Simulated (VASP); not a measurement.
Calculation: r2SCAN meta-GGA, VASP's PBE PAW potentials (set 64) (plane waves; VASP 6.6.1).

A VASP calculation is set up with these files.

INCAR:
```
! general
SYSTEM =CoGa
PREC   =Accurate
ENCUT  =400   ! plane-wave cut-off (eV)
LREAL  =.False.
LASPH  =.True.   ! aspherical one-centre terms

! electronic loop
EDIFF  =1E-6
NELM   =100
ALGO   =Normal   ! blocked Davidson
LMAXMIX=4   ! l cut-off of mixed one-centre charges
LMIXTAU=.True.

! smearing
ISMEAR =1   ! Methfessel-Paxton
SIGMA  =0.1

! functional
METAGGA=R2SCAN

! ions
IBRION =2
NSW    =60   ! most ionic steps
ISIF   =3   ! ions, shape and volume
EDIFFG =-0.01

! output
LWAVE  =.False.
LCHARG =.False.
```

**POSCAR**
```
CoGa
1
    2.8417902753     0.0000000000     0.0000000000
    0.0000000000     2.8417902753     0.0000000000
   -0.0000000000    -0.0000000000     2.8417902753
Ga Co
1 1
Direct
  0.5000000000   0.5000000000   0.5000000000
  0.0000000000   0.0000000000   0.0000000000
```

File KPOINTS:
```
Automatic mesh
0
Gamma
  12 12 12
0 0 0
```

POTCAR, in this order: Ga_d Co (PBE.64 set). Program: vasp_std.

Question: What will the output report for the number of irreducible k-points (NKPTS), number of bands (NBANDS), largest plane-wave count, number of space-group operations, FFT grid (NGX, NGY, NGZ)?

Answer: 
```json
{
  "number of irreducible k-points (NKPTS)": "84",
  "number of bands (NBANDS)": "15",
  "largest_plane_wave_count": "437",
  "number_of_space_group_operations": "48",
  "FFT grid (NGX, NGY, NGZ)": "20 × 20 × 20"
}
```

The compound is CoGa in the CsCl type structure. It was relaxed first. The start is the result of an earlier pass. The run is not spin-polarised, so no magnetic state was tried.
